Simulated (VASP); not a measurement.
Method: PBE GGA, VASP's PBE PAW potentials (set 64) (plane waves; VASP).

VASP input:

INCAR:
```
! general
SYSTEM  = SrCl2
PREC    = Accurate
ENCUT   = 520   ! plane-wave cut-off (eV)
LREAL   = .FALSE.
LASPH   = .TRUE.
ICHARG  = 11   ! fixed density

! electronic loop
EDIFF   = 1E-7
NELM    = 100
ALGO    = Normal
LMAXMIX = 4

! smearing
ISMEAR  = 0   ! Gaussian
SIGMA   = 0.05   ! width (eV)

! functional
GGA     = PE   ! PBE

! output
LWAVE   = .FALSE.
LCHARG  = .FALSE.
LORBIT  = 11
```

**KPOINTS**
```
k-points along high-symmetry lines
15
Line-mode
Reciprocal
  0.000000   0.000000   0.000000 ! GAMMA
  0.500000   0.000000   0.500000 ! X

  0.500000   0.000000   0.500000 ! X
  0.625000   0.250000   0.625000 ! U

  0.375000   0.375000   0.750000 ! K
  0.000000   0.000000   0.000000 ! GAMMA

  0.000000   0.000000   0.000000 ! GAMMA
  0.500000   0.500000   0.500000 ! L

  0.500000   0.500000   0.500000 ! L
  0.500000   0.250000   0.750000 ! W

  0.500000   0.250000   0.750000 ! W
  0.500000   0.000000   0.500000 ! X
```

**POSCAR**
```
SrCl2
1
    0.0000000000     3.5201566424     3.5201566424
    3.5201566424     0.0000000000     3.5201566424
    3.5201566424     3.5201566424     0.0000000000
Sr Cl
1 2
Direct
  0.0000000000   0.0000000000   0.0000000000
  0.2500000000   0.2500000000   0.2500000000
  0.7500000000   0.7500000000   0.7500000000
```

POTCAR, in this order: Sr_sv Cl (PBE.64 set). Program: vasp_std. Read from the step before: CHGCAR.

The run wrote:

### OUTCAR
```
 ion  position               nearest neighbor table
   1  0.000  0.000  0.000-   3 3.05   3 3.05   3 3.05   2 3.05   3 3.05   2 3.05   2 3.05   2 3.05
  LATTYP: Found a face centered cubic cell.
 ALAT       =     7.0403132848
 Subroutine PRICEL returns:
 Original cell was already a primitive cell.
 Subroutine GETGRP returns: Found 48 space group operations
The static configuration has the point symmetry O_h .
The dynamic configuration has the point symmetry O_h .
 Subroutine INISYM returns: Found 48 space group operations
   k-points           NKPTS =     90   k-points in BZ     NKDIM =     90   number of bands    NBANDS=     16
   number of dos      NEDOS =    301   number of ions     NIONS =      3
   total plane-waves  NPLWV =  64000
   dimension x,y,z NGX =    40 NGY =   40 NGZ =   40
   dimension x,y,z NGXF=    80 NGYF=   80 NGZF=   80
   ions per type =               1   2
   PREC   = accura    normal or accurate (medium, high low for compatibility)
   ISTART =      0    job   : 0-new  1-cont  2-samecut
   ICHARG =     11    charge: 1-file 2-atom 10-const
   ISPIN  =      1    spin polarized calculation?
   LNONCOLLINEAR =      F non collinear calculations
   LSORBIT =      F    spin-orbit coupling
   INIWAV =      1    electr: 0-lowe 1-rand  2-diag
   ENCUT  =  520.0 eV  38.22 Ry    6.18 a.u.   9.26  9.26  9.26*2*pi/ulx,y,z
   NELM   =    100;   NELMIN=  2; NELMDL= -5     # of ELM steps
...
```

### OSZICAR
```
       N       E                     dE             d eps       ncg     rms          rms(c)
DAV:   1     0.148160441280E+03    0.14816E+03   -0.11621E+04  2880   0.134E+03
DAV:   2    -0.326365514933E+01   -0.15142E+03   -0.14831E+03  3904   0.248E+02
DAV:   3    -0.122414650262E+02   -0.89778E+01   -0.89690E+01  4072   0.641E+01
DAV:   4    -0.125513701159E+02   -0.30991E+00   -0.30983E+00  5000   0.922E+00
DAV:   5    -0.125537246204E+02   -0.23545E-02   -0.23545E-02  4104   0.772E-01
DAV:   6    -0.125537628556E+02   -0.38235E-04   -0.38235E-04  4448   0.919E-02
DAV:   7    -0.125537640285E+02   -0.11728E-05   -0.11728E-05  4320   0.139E-02
DAV:   8    -0.125537640621E+02   -0.33593E-07   -0.33572E-07  4392   0.231E-03
   1 F= -.12553764E+02 E0= -.12553764E+02  d E =-.597139E-22
```

OUTCAR:
```
 val. band max:       -0.0230264912   @ k =   0.5000   0.0000   0.5000

 cond. band min:       5.2101701088   @ k =   0.0000   0.0000   0.0000



 k-point     1 :       0.0000    0.0000    0.0000
  band No.  band energies     occupation
      1     -33.0011      2.00000
      2     -14.9812      2.00000
      3     -14.9812      2.00000
      4     -14.9812      2.00000
      5     -13.2454      2.00000
      6     -12.4496      2.00000
      7      -2.0562      2.00000
      8      -2.0562      2.00000
      9      -2.0562      2.00000
     10      -0.3495      2.00000
     11      -0.3495      2.00000
     12      -0.3495      2.00000
     13       5.2102      0.00000
     14       6.0802      0.00000
     15       6.0802      0.00000
     16       8.9660      0.00000

 k-point     2 :       0.0357    0.0000    0.0357
  band No.  band energies     occupation
      1     -33.0011      2.00000
      2     -14.9859      2.00000
      3     -14.9815      2.00000
      4     -14.9815      2.00000
      5     -13.2362      2.00000
      6     -12.4534      2.00000
      7      -2.0543      2.00000
      8      -2.0543      2.00000
      9      -2.0356      2.00000
     10      -0.3912      2.00000
     11      -0.3487      2.00000
     12      -0.3487      2.00000
     13       5.2498      0.00000
     14       6.0918      0.00000
     15       6.0957      0.00000
     16       8.8176      0.00000

 k-point     3 :       0.0714    0.0000    0.0714
  band No.  band energies     occupation
      1     -33.0009      2.00000
      2     -14.9998      2.00000
      3     -14.9826      2.00000
      4     -14.9826      2.00000
      5     -13.2093      2.00000
      6     -12.4645      2.00000
      7      -2.0490      2.00000
      8      -2.0490      2.00000
      9      -1.9749      2.00000
     10      -0.5105      2.00000
     11      -0.3463      2.00000
     12      -0.3463      2.00000
     13       5.3618      0.00000
     14       6.1264      0.00000
...
```

The density is held fixed in this step, so its total energy and stress have no physical meaning.

The compound is SrCl2 in the fluorite structure. It was relaxed first.
